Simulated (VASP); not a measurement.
Here is the system:

```yaml
crystal:
  lattice:
    - [3.96252, 0.00000, 0.00000]
    - [0.00000, 3.96252, 0.00000]
    - [0.00000, 0.00000, 16.36593]
  atoms:
    - { symbol: Pb, position: [0.50000, 0.00000, 0.57228] }
    - { symbol: Pb, position: [0.00000, 0.50000, 0.42772] }
    - { symbol: O, position: [0.00000, 0.00000, 0.50000] }
    - { symbol: O, position: [0.50000, 0.50000, 0.50000] }
```

Method: PBE GGA, VASP's PBE PAW potentials (set 64) (plane waves; VASP 6.6.1). Settings: 400 eV cut-off, 4×4×1 Γ-centred mesh, Gaussian smearing of 0.10 eV, potentials Pb_d O.

The cell holds a wide vacuum, so values per volume refer to the whole cell. Unless said otherwise, spin-orbit coupling is left out, though it shifts the bands of the heavy elements here.

Task: Estimate the energy per atom (σ→0), largest force, band gap (on the k-mesh) with the smallest direct gap where there is one.

Result: 
- band gap (on the k-mesh) = 2.63 eV
- smallest direct gap (on the k-mesh) = 2.63 eV
- energy per atom (σ→0) = -5.359 eV/atom
- largest force = 0.781 eV/Å

The absolute energy has meaning only against runs of the same code, potentials and settings.

The cell is a sheet with vacuum, built from a generated structure.
